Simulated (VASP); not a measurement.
These are LDA (Ceperley-Alder, Perdew-Zunger), VASP's LDA PAW potentials (set 64) (plane waves; VASP) values and carry that method's errors.

A VASP calculation is set up with these files.

**KPOINTS**
```
Automatic mesh
0
Gamma
17 17 17
0 0 0
```

File POSCAR:
```
Rh
1
   -0.0000000000     1.8444189959     1.8444189959
    1.8444189959    -0.0000000000     1.8444189959
    1.8444189959     1.8444189959    -0.0000000000
Rh
1
Direct
  1.0000000000   0.0000000000   0.0000000000
```

### INCAR
```
# general
SYSTEM  = Rh
PREC    = Accurate
ENCUT   = 500
LREAL   = F
LASPH   = T

# electronic loop
EDIFF   = 1E-6
NELM    = 100
ALGO    = Normal
LMAXMIX = 4

# smearing
ISMEAR  = 1
SIGMA   = 0.1

# ions
IBRION  = 2
NSW     = 40
ISIF    = 3
EDIFFG  = -0.02
PSTRESS = 200

# output
LWAVE   = F
LCHARG  = F
```

POTCAR, in this order: Rh_pv (LDA.64 set). Program: vasp_std.

The resulting files:

OSZICAR:
```
       N       E                     dE             d eps       ncg     rms          rms(c)
DAV:   1     0.110604408875E+03    0.11060E+03   -0.91977E+03  3633   0.144E+03
DAV:   2    -0.774713790914E+01   -0.11835E+03   -0.11349E+03  3717   0.385E+02
DAV:   3    -0.918089977164E+01   -0.14338E+01   -0.14264E+01  4260   0.481E+01
DAV:   4    -0.918910854405E+01   -0.82088E-02   -0.82080E-02  3965   0.370E+00
DAV:   5    -0.918922967425E+01   -0.12113E-03   -0.12113E-03  4202   0.425E-01    0.134E+01
DAV:   6    -0.867902842683E+01    0.51020E+00   -0.10750E+00  3801   0.157E+01    0.495E+00
DAV:   7    -0.864997261993E+01    0.29056E-01   -0.32751E-02  4209   0.235E+00    0.211E+00
DAV:   8    -0.864437923781E+01    0.55934E-02   -0.57840E-03  3798   0.129E+00    0.264E-01
DAV:   9    -0.864418544407E+01    0.19379E-03   -0.18302E-04  4281   0.232E-01    0.551E-02
DAV:  10    -0.864419225976E+01   -0.68157E-05   -0.35483E-06  4024   0.269E-02    0.375E-03
DAV:  11    -0.864419223050E+01    0.29254E-07   -0.24876E-07  2259   0.755E-03
   1 F= -.70777003E+01 E0= -.70778775E+01  d E =-.707770E+01
```

**OUTCAR**
```
------------------------ aborting loop because EDIFF is reached ----------------------------------------
  FORCE on cell =-STRESS in cart. coord.  units (eV):
  Direction    XX          YY          ZZ          XY          YZ          ZX
  --------------------------------------------------------------------------------------
  Total        1.5662071      1.5662071      1.5662071      0.0000000      0.0000000     -0.0000000
  in kB      199.9636283    199.9636283    199.9636283      0.0000000      0.0000000     -0.0000000
  external PRESSURE =      -0.0363717 kB  Pullay stress =     200.0000000 kB
  volume of cell :       12.55
      direct lattice vectors                 reciprocal lattice vectors
     0.000000000  1.844418996  1.844418996    -0.271088078  0.271088078  0.271088078
     1.844418996  0.000000000  1.844418996     0.271088078 -0.271088078  0.271088078
     1.844418996  1.844418996  0.000000000     0.271088078  0.271088078 -0.271088078
 POSITION                                       TOTAL-FORCE (eV/Angst)
 -----------------------------------------------------------------------------------
      0.00000      0.00000      0.00000         0.000000      0.000000     -0.000000
 -----------------------------------------------------------------------------------
    total drift:                               -0.000000     -0.000000     -0.000000
  FREE ENERGIE OF THE ION-ELECTRON SYSTEM (eV)
  ---------------------------------------------------
  free  energy   TOTEN  =        -8.6441922305 eV

  energy  without entropy=       -8.6447238180  energy(sigma->0) =       -8.64436943
  enthalpy is  TOTEN    =        -7.0777002778 eV   P V=        1.5664919527

 reached required accuracy - stopping structural energy minimisation
```
(Selected blocks of OUTCAR.)

The compound is Rh in the fcc structure. It was relaxed first under an external pressure of 20 GPa.
